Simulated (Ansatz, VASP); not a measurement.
## BaIr3: VASP beside Ansatz

The input INCAR:

```
SYSTEM = BaIr3
  PREC = Accurate
  ENCUT = 520
  EDIFF = 1E-6
  ISMEAR = 0
  SIGMA = 0.05
  LREAL = .FALSE.
  LASPH = .TRUE.
  NELM = 60
  ALGO = Fast
  ISIF = 2
  LWAVE = .FALSE.
  LCHARG = .FALSE.
  GGA = PE
  NBANDS = 26
```

KPOINTS

```
Automatic mesh
0
G
  8 8 8
  0 0 0
```

POSCAR

```
BaIr3
1.0
    4.2490551527      0.0000000000      0.0000000000
    0.0000000000      4.2490551527      0.0000000000
    0.0000000000      0.0000000000      4.2490551527
Ba Ir
1 3
Direct
    0.0000000000      0.0000000000      0.0000000000
    0.0000000000      0.5000000000      0.5000000000
    0.5000000000      0.5000000000      0.0000000000
    0.5000000000      0.0000000000      0.5000000000
```

Input for Ansatz:

```yaml
crystal:
  lattice:
    - [4.2490551527, 0.0, 0.0]
    - [0.0, 4.2490551527, 0.0]
    - [0.0, 0.0, 4.2490551527]
  atoms:
    - { symbol: Ba, position: [0.0, 0.0, 0.0] }
    - { symbol: Ir, position: [0.0, 0.5, 0.5] }
    - { symbol: Ir, position: [0.5, 0.5, 0.0] }
    - { symbol: Ir, position: [0.5, 0.0, 0.5] }
basis:
  ecutwfc: 420
  ecutrho_ratio: 4
kpoints:
  mp_grid: { grid: [8, 8, 8] }
hamiltonian:
  xc: pbe
scf:
  occupations: { method: gaussian, width: 0.05 }
output:
  forces: true
  stress: true
  eigenvalues: true
```

Alike in both runs: task single point; functional PBE; k mesh 8 × 8 × 8; occupations gaussian, width 0.05 eV; no spin polarisation.

|  | VASP | Ansatz |
| --- | --- | --- |
| version | VASP 6.6.1 | Ansatz 0.2.0 |
| potentials or method | VASP PAW PBE potentials, release 64 (Ba_sv, Ir) | scalar-relativistic, plane waves, PAW |
| plane-wave cutoff (eV) | 520 | 420 |
| valence electrons in the cell | 37 | 61 |

|  | VASP | Ansatz | Ansatz less VASP |
| --- | --- | --- | --- |
| gap on the k mesh at the Fermi level (eV) | none | none | - |
| pressure (GPa) | 0.9 | -2.5 | -3.43 |

A gap of «none» marks a metal or a gap that the smearing closes. With one functional, cell and mesh, what is left measures potentials, basis and numerics. The two sets of potentials don't hold the same shells in valence.

The runs have no spin-orbit coupling, so splittings on Ba, Ir are missing.
